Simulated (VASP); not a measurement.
# BaAs: structure and properties in VASP

What structure does BaAs take at this level, and what are its properties? The steps: relaxing cell and atoms (PBE), second relaxation, density, ELF and potential (PBE), band structure (PBE), total and projected DOS (PBE), optical spectrum (PBE), band structure (r2SCAN), band structure (TB-mBJ) and density of states (PBE), changed input. The cell is invented: other elements were put on sites of a known structure type. It may not be a known or stable phase.

Calculated with VASP 6.6.1; PBE; plane waves and PAW (Ba_sv, As), in the first sound run; inputs show where later runs differ.

**1. The starting structure**

Before any relaxation, the start is as follows. The structure is cubic, space group Pm-3m (No. 221). The conventional cell has a = 4.025 Å, b = 4.025 Å, c = 4.025 Å, α = 90.00°, β = 90.00°, γ = 90.00°. Ba has 8 As at 3.49 Å nearest. Nearest to As lie 8 Ba at 3.49 Å. Farther neighbours are not listed.

**2. Relaxing cell and atoms (PBE)**

The start need not lie at this functional's minimum. ISIF = 3 frees volume, shape and positions, and EDIFFG sets the threshold on forces and stress at which the search stops. PBE, the usual starting point, adds the gradient of the density.

File INCAR:

```
SYSTEM = BaAs
PREC = Accurate
ENCUT = 400
EDIFF = 1E-06
NELM = 100
ISMEAR = -1
SIGMA = 0.05
LREAL = .FALSE.
ALGO = Normal
GGA = PE
LORBIT = 11
LWAVE = .FALSE.
LCHARG = .FALSE.
IBRION = 2
NSW = 60
ISIF = 3
EDIFFG = -0.01
```

File POSCAR:

```
BaAs
1.0
    4.0245855900      0.0000000000      0.0000000000
    0.0000000000      4.0245855900      0.0000000000
    0.0000000000      0.0000000000      4.0245855900
Ba As
1 1
Direct
    0.0000000000      0.0000000000      0.0000000000
    0.5000000000      0.5000000000      0.5000000000
```

File KPOINTS:

```
Automatic mesh
0
Gamma
5 5 5
0 0 0
```

PAW data sets: Ba_sv and As (PBE family, release 64).

Launch:

```console
$ mpirun -np 1 vasp_std
```

The log of the run:

```text
[banner, memory and clock lines left out]
running    1 mpi-ranks, on    1 nodes
 distrk:  each k-point on    1 cores,    1 groups
 distr:  one band on    1 cores,    1 groups

 POSCAR found type information on POSCAR BaAs
 POSCAR found :  2 types and       2 ions
 LDA part: xc-table for (Slater+PW92), standard interpolation
 POSCAR, INCAR and KPOINTS ok, starting setup
 FFT: planning ... GRIDC
 FFT: planning ... GRID_SOFT
 FFT: planning ... GRID
 WAVECAR not read
 entering main loop
       N       E                     dE             d eps       ncg     rms          rms(c)
DAV:   1     0.675226092845E+02    0.67523E+02   -0.53186E+03   220   0.904E+02
DAV:   2    -0.417912192717E+01   -0.71702E+02   -0.68177E+02   264   0.172E+02
DAV:   3    -0.817183907726E+01   -0.39927E+01   -0.39545E+01   271   0.442E+01
DAV:   4    -0.826874132970E+01   -0.96902E-01   -0.96731E-01   277   0.719E+00
DAV:   5    -0.827214445746E+01   -0.34031E-02   -0.34028E-02   330   0.111E+00    0.338E+00
DAV:   6    -0.820854882700E+01    0.63596E-01   -0.12660E-01   271   0.204E+00    0.205E+00
DAV:   7    -0.820184773147E+01    0.67011E-02   -0.84964E-02   301   0.200E+00    0.398E-01
DAV:   8    -0.820303262765E+01   -0.11849E-02   -0.69860E-03   244   0.604E-01    0.766E-02
DAV:   9    -0.820329965823E+01   -0.26703E-03   -0.43982E-04   268   0.188E-01    0.344E-02
DAV:  10    -0.820333777214E+01   -0.38114E-04   -0.39298E-05   253   0.553E-02    0.164E-02
DAV:  11    -0.820333725111E+01    0.52103E-06   -0.99576E-06   311   0.185E-02
   1 F= -.82033373E+01 E0= -.81971354E+01  d E =-.820334E+01
 curvature:   0.00 expect dE= 0.000E+00 dE for cont linesearch  0.000E+00
 trial: gam= 0.00000 g(F)=  0.000E+00 g(S)=  0.307E-02 ort = 0.000E+00 (trialstep = 0.100E+01)
 search vector abs. value=  0.307E-02
 bond charge predicted
       N       E                     dE             d eps       ncg     rms          rms(c)
DAV:   1    -0.821842916130E+01   -0.15091E-01   -0.40099E-01   229   0.514E+00    0.556E-01
DAV:   2    -0.820806429374E+01    0.10365E-01   -0.17796E-02   250   0.126E+00    0.260E-01
DAV:   3    -0.820460490279E+01    0.34594E-02   -0.14693E-02   321   0.890E-01    0.747E-02
DAV:   4    -0.820466661268E+01   -0.61710E-04   -0.11339E-04   250   0.116E-01    0.488E-02
DAV:   5    -0.820473799213E+01   -0.71379E-04   -0.51302E-05   318   0.545E-02    0.101E-02
DAV:   6    -0.820473764766E+01    0.34447E-06   -0.25272E-06   283   0.121E-02
   2 F= -.82047376E+01 E0= -.81986927E+01  d E =-.140040E-02
 trial-energy change:   -0.001400  1 .order   -0.001398   -0.003071    0.000274
 step:   0.9180(harm=  0.9180)  dis= 0.00000  next Energy=    -8.204747 (dE=-0.141E-02)
 reached required accuracy - stopping structural energy minimisation
```

It took 13 s on 1 MPI rank of AMD EPYC 7R43, shared host; peak memory 0.12 GiB.

The logs omit lines about the potential files and the build; timing stands in the text.

Parts of OUTCAR (step 2):

```text
ion  position               nearest neighbor table
   1  0.000  0.000  0.000-   2 3.49   2 3.49   2 3.49   2 3.49   2 3.49   2 3.49   2 3.49   2 3.49

  LATTYP: Found a simple cubic cell.
 ALAT       =     4.0245855900

 Subroutine GETGRP returns: Found 48 space group operations
 (whereof 48 operations were pure point group operations)

The static configuration has the point symmetry O_h .

 Found     10 irreducible k-points:

   k-points           NKPTS =     10   k-points in BZ     NKDIM =     10   number of bands    NBANDS=     11

   dimension x,y,z NGX =    28 NGY =   28 NGZ =   28
   dimension x,y,z NGXF=    56 NGYF=   56 NGZF=   56

   ENCUT  =  400.0 eV  29.40 Ry    5.42 a.u.   6.56  6.56  6.56*2*pi/ulx,y,z

   NELECT =      15.0000    total number of electrons

 k-points in reciprocal lattice and weights: Automatic mesh
   0.00000000  0.00000000  0.00000000       0.008
   0.20000000  0.00000000  0.00000000       0.048
   0.40000000  0.00000000  0.00000000       0.048
   0.20000000  0.20000000  0.00000000       0.096
   0.40000000  0.20000000  0.00000000       0.192
   0.40000000  0.40000000  0.00000000       0.096
   0.20000000  0.20000000  0.20000000       0.064
   0.40000000  0.20000000  0.20000000       0.192
   0.40000000  0.40000000  0.20000000       0.192
   0.40000000  0.40000000  0.40000000       0.064

 average (electrostatic) potential at core
       1 -37.0025       2 -50.9272

 E-fermi :   2.7523

 k-point     1 :       0.0000    0.0000    0.0000
  band No.  band energies     occupation
      1     -24.9064      2.00000
      2      -9.8680      2.00000
      3      -9.8680      2.00000
      4      -9.8680      2.00000
      5      -7.1228      2.00000
      6       3.2963      0.00004
      7       3.2963      0.00004
      8       3.2963      0.00004
      9       3.6951      0.00000
     10       3.6951      0.00000
    ...

 k-point     2 :       0.2000    0.0000    0.0000
  band No.  band energies     occupation
    ...
      2     -10.2031      2.00000
      3      -9.8411      2.00000
      4      -9.8411      2.00000
      5      -6.7716      2.00000
      6       1.5485      2.00000
      7       3.0334      0.00720
      8       3.0334      0.00720
      9       3.9417      0.00000
     10       5.0772      0.00000
     11       7.3452      0.00000

 k-point     3 :       0.4000    0.0000    0.0000
  band No.  band energies     occupation
    ...
      4      -9.7968      2.00000
      5      -6.2399      2.00000
      6       0.0777      2.00000
      7       2.6336      1.82953
      8       2.6336      1.82953
      9       4.4755      0.00000
     10       7.5527      0.00000
     11       8.6063      0.00000

  Total       -0.0183898     -0.0183898     -0.0183898      0.0000000      0.0000000     -0.0000000
  in kB       -0.4453141     -0.4453141     -0.4453141      0.0000000      0.0000000     -0.0000000
  external PRESSURE =      -0.4453141 kB  Pullay stress =       0.0000000 kB

  energy-cutoff  :      400.00
  volume of cell :       66.16
      direct lattice vectors                 reciprocal lattice vectors
     4.044582971 -0.000000000 -0.000000000     0.247244279 -0.000000000 -0.000000000
     0.000000000  4.044582971 -0.000000000     0.000000000  0.247244279 -0.000000000
     0.000000000  0.000000000  4.044582971     0.000000000  0.000000000  0.247244279

 POSITION                                       TOTAL-FORCE (eV/Angst)
 -----------------------------------------------------------------------------------
      0.00000      0.00000      0.00000        -0.000000      0.000000      0.000000
      2.02229      2.02229      2.02229         0.000000      0.000000      0.000000
 -----------------------------------------------------------------------------------
    total drift:                                0.000000      0.000000      0.000000

  FREE ENERGIE OF THE ION-ELECTRON SYSTEM (eV)
  ---------------------------------------------------
  free  energy   TOTEN  =        -8.2047376477 eV

  energy  without entropy=       -8.1926477524  energy(sigma->0) =       -8.19869270

 reached required accuracy - stopping structural energy minimisation

 total charge
# of ion       s       p       d       tot
------------------------------------------
    1        2.020   5.597   0.300   7.917
    2        1.251   1.441   0.006   2.698
--------------------------------------------------
tot          3.272   7.038   0.305  10.615

[... 3 further parts left out ...]
```

This run has no spin polarisation. Its electron count is odd, so without a moment it is a metal by construction. The k-mesh is coarse for a metal. Harder data sets than Ba_sv exist (the GW ones), and pressures, volumes and forces can shift noticeably with them. The run keeps the 48 symmetry operations of its start, so it cannot find a distortion of lower symmetry.

Step by step:

| step | energy less that of the first step (eV) | largest force (eV/Å) | pressure (GPa) | volume (Å³) |
| --- | --- | --- | --- | --- |
| 1 | 0.0000 | 0.0000 | 0.51 | 65.19 |
| 2 | -0.0014 | 0.0000 | -0.04 | 66.16 |

| conventional cell, symmetrised | before | after | change |
| --- | --- | --- | --- |
| a (Å) | 4.025 | 4.045 | +0.5 % |
| b (Å) | 4.025 | 4.045 | +0.5 % |
| c (Å) | 4.025 | 4.045 | +0.5 % |
| volume (Å³/atom) | 32.59 | 33.08 | +1.5 % |

Final coordinates:

```cif
data_structure
_symmetry_space_group_name_H-M 'P 1'
_symmetry_Int_Tables_number 1
_cell_length_a 4.0446
_cell_length_b 4.0446
_cell_length_c 4.0446
_cell_angle_alpha 90.000
_cell_angle_beta 90.000
_cell_angle_gamma 90.000
_cell_volume 66.16
loop_
_atom_site_label
_atom_site_type_symbol
_atom_site_fract_x
_atom_site_fract_y
_atom_site_fract_z
_atom_site_occupancy
Ba1 Ba 0.00000 0.00000 0.00000 1
As2 As 0.50000 0.50000 0.50000 1
```

Numbers from this step:

```
electrons                       : 15
bands                           : 11
irreducible k-points            : 10
symmetry operations             : 48
free energy (TOTEN)             : -8.205 eV
energy at zero smearing         : -8.199 eV
Fermi energy                    : 2.752 eV
pressure                        : -0.04453 GPa
metallic                        : yes
SCF cycles over all ionic steps : 17
```

It ends with forces that vanish by symmetry and a pressure of -0.04 GPa.

**3. Second relaxation**

The basis stayed that of the start cell while the cell moved. A rerun from the cell reached resets it; the error of the finite cutoff stays.

INCAR is that of step 2.

File POSCAR:

```
BaAs
1.0
    4.0445829706      0.0000000000      0.0000000000
    0.0000000000      4.0445829706      0.0000000000
    0.0000000000      0.0000000000      4.0445829706
Ba As
1 1
Direct
    0.0000000000      0.0000000000      0.0000000000
    0.5000000000      0.5000000000      0.5000000000
```

KPOINTS is that of step 2.

Launch:

```console
$ mpirun -np 1 vasp_std
```

The log of the run:

```text
[... set-up lines as in an earlier step ...]
 entering main loop
       N       E                     dE             d eps       ncg     rms          rms(c)
DAV:   1     0.682369016424E+02    0.68237E+02   -0.53586E+03   220   0.911E+02
DAV:   2    -0.418796287274E+01   -0.72425E+02   -0.69190E+02   261   0.175E+02
DAV:   3    -0.816057795862E+01   -0.39726E+01   -0.39399E+01   281   0.443E+01
DAV:   4    -0.827133671557E+01   -0.11076E+00   -0.11052E+00   296   0.713E+00
DAV:   5    -0.827368259262E+01   -0.23459E-02   -0.23458E-02   294   0.890E-01    0.330E+00
DAV:   6    -0.820963693226E+01    0.64046E-01   -0.13150E-01   276   0.204E+00    0.200E+00
DAV:   7    -0.820325878846E+01    0.63781E-02   -0.84289E-02   309   0.197E+00    0.401E-01
DAV:   8    -0.820452395899E+01   -0.12652E-02   -0.68045E-03   241   0.606E-01    0.756E-02
DAV:   9    -0.820481166567E+01   -0.28771E-03   -0.47016E-04   262   0.196E-01    0.361E-02
DAV:  10    -0.820484094039E+01   -0.29275E-04   -0.33528E-05   261   0.491E-02    0.167E-02
DAV:  11    -0.820484052432E+01    0.41607E-06   -0.92857E-06   310   0.181E-02
   1 F= -.82048405E+01 E0= -.81987958E+01  d E =-.820484E+01
 curvature:   0.00 expect dE= 0.000E+00 dE for cont linesearch  0.000E+00
 trial: gam= 0.00000 g(F)=  0.000E+00 g(S)=  0.230E-04 ort = 0.000E+00 (trialstep = 0.100E+01)
 search vector abs. value=  0.230E-04
 reached required accuracy - stopping structural energy minimisation
```

Run time: 7.6 s. Hardware: 1 MPI rank; peak memory 0.11 GiB.

From OUTCAR (step 3):

```text
  LATTYP: Found a simple cubic cell.
 ALAT       =     4.0445829706

The static configuration has the point symmetry O_h .

 Found     10 irreducible k-points:

   ENCUT  =  400.0 eV  29.40 Ry    5.42 a.u.   6.60  6.60  6.60*2*pi/ulx,y,z

   NELECT =      15.0000    total number of electrons

 E-fermi :   2.7521

 k-point     1 :       0.0000    0.0000    0.0000
  band No.  band energies     occupation
      1     -24.9057      2.00000
      2      -9.8673      2.00000
      3      -9.8673      2.00000
      4      -9.8673      2.00000
      5      -7.1231      2.00000
      6       3.2960      0.00004
      7       3.2960      0.00004
      8       3.2960      0.00004
      9       3.6953      0.00000
     10       3.6953      0.00000
    ...

 k-point     2 :       0.2000    0.0000    0.0000
  band No.  band energies     occupation
    ...
      2     -10.2024      2.00000
      3      -9.8404      2.00000
      4      -9.8404      2.00000
      5      -6.7720      2.00000
      6       1.5484      2.00000
      7       3.0332      0.00721
      8       3.0332      0.00721
      9       3.9419      0.00000
     10       5.0774      0.00000
     11       7.3451      0.00000

  Total       -0.0178346     -0.0178346     -0.0178346     -0.0000000     -0.0000000     -0.0000000
  in kB       -0.4318706     -0.4318706     -0.4318706     -0.0000000     -0.0000000     -0.0000000
  external PRESSURE =      -0.4318706 kB  Pullay stress =       0.0000000 kB

  energy-cutoff  :      400.00
  volume of cell :       66.16
      direct lattice vectors                 reciprocal lattice vectors
     4.044582971  0.000000000  0.000000000     0.247244279  0.000000000  0.000000000
     0.000000000  4.044582971  0.000000000     0.000000000  0.247244279  0.000000000
     0.000000000  0.000000000  4.044582971     0.000000000  0.000000000  0.247244279

 POSITION                                       TOTAL-FORCE (eV/Angst)
 -----------------------------------------------------------------------------------
      0.00000      0.00000      0.00000         0.000000      0.000000      0.000000
      2.02229      2.02229      2.02229         0.000000      0.000000      0.000000
 -----------------------------------------------------------------------------------
    total drift:                                0.000000      0.000000      0.000000

  FREE ENERGIE OF THE ION-ELECTRON SYSTEM (eV)
  ---------------------------------------------------
  free  energy   TOTEN  =        -8.2048405243 eV

  energy  without entropy=       -8.1927510126  energy(sigma->0) =       -8.19879577

 total charge
# of ion       s       p       d       tot
------------------------------------------
    1        2.020   5.597   0.299   7.917
    2        1.251   1.441   0.006   2.698
--------------------------------------------------
tot          3.272   7.038   0.305  10.615

[... 5 parts as in an earlier step ...]

[... 6 further parts left out ...]
```

CONTCAR:

```
BaAs
   1.00000000000000
     4.0445829705999996    0.0000000000000000    0.0000000000000000
     0.0000000000000000    4.0445829705999996    0.0000000000000000
     0.0000000000000000    0.0000000000000000    4.0445829705999996
  Ba              As
     1     1
Direct
     0.0000000000000000    0.0000000000000000    0.0000000000000000
     0.5000000000000000    0.5000000000000000    0.5000000000000000
```

Little changed from the start: no atom moved by 0.005 Å and no cell edge by 0.1 %.

Numbers from this step:

```
pressure                        : -0.04319 GPa
SCF cycles over all ionic steps : 11
```

It ends with forces that vanish by symmetry and a pressure of -0.04 GPa. The volume moved by under 0.01 %: the run met its threshold at the first step.

**4. Density, ELF and potential (PBE)**

The relaxed cell gets a fresh self-consistent run, on a basis set for its own volume, to fix the density and to check the remaining stress.

INCAR, as its differences from that of step 3:

```diff
@@ -12,6 +12,5 @@
 LWAVE = .FALSE.
-LCHARG = .FALSE.
-IBRION = 2
-NSW = 60
-ISIF = 3
-EDIFFG = -0.01
+LCHARG = .TRUE.
+ISIF = 2
+LELF = .TRUE.
+LVHAR = .TRUE.
```

POSCAR is that of step 3.

KPOINTS is that of step 3.

Launch:

```console
$ mpirun -np 1 vasp_std
```

The log of the run:

```text
[... set-up lines as in an earlier step ...]
 entering main loop
       N       E                     dE             d eps       ncg     rms          rms(c)
[... 11 cycles as in an earlier step ...]
   1 F= -.82048405E+01 E0= -.81987958E+01  d E =-.120895E-01
```

Elapsed: 7.8 s, on 1 MPI rank; peak memory 0.11 GiB.

Parts of OUTCAR (step 4):

```text
The static configuration has the point symmetry O_h .

 Found     10 irreducible k-points:

   NELECT =      15.0000    total number of electrons

 E-fermi :   2.7521

[... 20 parts as in an earlier step ...]
```

This step gave:

| Quantity | Value |
| --- | --- |
| SCF cycles | 11 |

Valence electrons inside each PAW sphere by angular momentum. Sphere charges, by row:

| atom | s (e) | p (e) | d (e) | tot (e) |
| --- | --- | --- | --- | --- |
| Ba1 | 2.02 | 5.597 | 0.299 | 7.917 |
| As2 | 1.251 | 1.441 | 0.006 | 2.698 |

Valence density in the ac plane at fractional y = 0.000, with atoms of Ba within 0.2 Å of it. It is the smooth field of the valence electrons, not physical close to the nuclei.

Ten even steps from '0' (0.0 e/Å³) to '9' (1.4 e/Å³), each cell a mean:
```
58962000003797
99841000002599
87420000001257
33110000000123
00000000000000
00000000000000
00000000000000
00000000000000
00000000000000
21100000000012
76310000001246
99731000001489
68961000003798
26972000003895
```
Columns run along a (4.0 Å), rows up along c (4.0 Å). Atoms in or near the plane, at fractional coordinates: Ba at (0.00, 0.00).

ELF in the ac plane at fractional y = 0.000, with atoms of Ba within 0.2 Å of it. It is the smooth field of the valence electrons, not physical close to the nuclei.

Ten even steps from '0' (0.02) to '9' (0.88), each cell a mean:
```
68996200038997
99995100017999
99962000003799
88630011001378
32100112110013
00001122210000
00001222221000
00001222211000
21000122110012
76310011100256
99851000003699
99983000016999
78996100028998
57997200038996
```
Columns run along a (4.0 Å), rows up along c (4.0 Å). Atoms in or near the plane, at fractional coordinates: Ba at (0.00, 0.00).

Electrostatic potential energy in the ac plane at fractional y = 0.000, with atoms of Ba within 0.2 Å of it. With pseudopotentials it is smooth inside the atoms' cores, unlike the true potential.

Ten even steps from '_' (-27 eV) to '@' (4 eV), each cell a mean:
```
____::==**##%%%%%%##++--..__
__..--++**%%%%@@%%##**==::..
--==++**##%%@@@@@@%%##**==--
++++**##%%@@@@@@@@@@%%##**++
####%%%%@@@@@@@@@@@@@@%%####
%%%%%%@@@@@@@@@@@@@@@@@@%%%%
%%%%@@@@@@@@@@@@@@@@@@@@@@%%
%%%%@@@@@@@@@@@@@@@@@@@@%%%%
####%%%%@@@@@@@@@@@@@@%%%%##
****##%%%%@@@@@@@@@@%%##****
====++**%%%%@@@@@@%%##**++==
::::==++##%%@@@@%%%%**++--::
____::==**##%%%%%%##++==..__
____::==**##%%%%%%##++--____
```
Columns run along a (4.0 Å; values clipped at the 3rd and 97th percentile), rows up along c (4.0 Å). Atoms in or near the plane, at fractional coordinates: Ba at (0.00, 0.00).

In this run the pressure is -0.04 GPa, small enough to go on.

[end of part 1 of 3]

[Lines on the potential files, build, host, timing and source positions are cut from VASP's logs without a mark.]

[Logs are printed without paths, hosts, clocks, repeated set-up lines and the standing remarks that a program may print on its own settings, such as how far it seeks lower states.]

[Hosts, paths, dates, database ids (printed as entryN), source tags and the programs' standing remarks are cut or masked in the printed files.]

[A measured line is paired with the nearest computed mode of its activity, which favours agreement.]
